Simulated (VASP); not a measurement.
Input:

```xyz
3
Lattice="4.3092 0.0000 0.0000 -2.1546 3.7319 0.0000 0.0000 0.0000 4.4251" Properties=species:S:1:pos:R:3 pbc="T T T"
La     0.0000     0.0000     0.0000
Ga     2.1546     1.2440     2.2125
Ga     0.0000     2.4879     2.2125
```

All values below come from LDA (Ceperley-Alder, Perdew-Zunger), VASP's LDA PAW potentials (set 64) (plane waves; VASP). Numerical set-up: 300 eV cut-off, 9×9×8 Γ-centred mesh, Gaussian smearing of 0.10 eV, potentials La Ga_d.

At this cut-off the stress carries a Pulay error, which pulls relaxed volumes low. Energy and stress use the plane-wave basis of the starting cell.

Task: The ions, cell shape and volume are relaxed. Which structure does the run end with?

Result: 
```xyz
3
Lattice="4.2281 0.0000 0.0000 -2.1141 3.6617 0.0000 0.0000 0.0000 4.3483" Properties=species:S:1:pos:R:3 pbc="T T T"
La     4.2281     0.0000     0.0000
Ga     2.1141     1.2206     2.1742
Ga     0.0000     2.4411     2.1742
```
Space group P6/mmm (191), at a tolerance of 0.03 Å.

Task: How do energy and volume change from the first to the last step?

Result: The energy (σ→0) changes by -17.5 meV/atom and the volume by -5.4 %, in 7 ionic steps.

The structure comes from a measured LaGa2 entry (P6/mmm) of the Crystallography Open Database, whose conditions weren't checked. This run relaxes it. Symmetry was kept, so distortions that lower it aren't found. The run is one of a series of settings (EDIFFG = -0.01, IBRION = 2, ISIF = 3, NSW = 50 against the base run), some of them coarse on purpose. The electron count is odd and the run is not spin-polarised, which forces a metal.
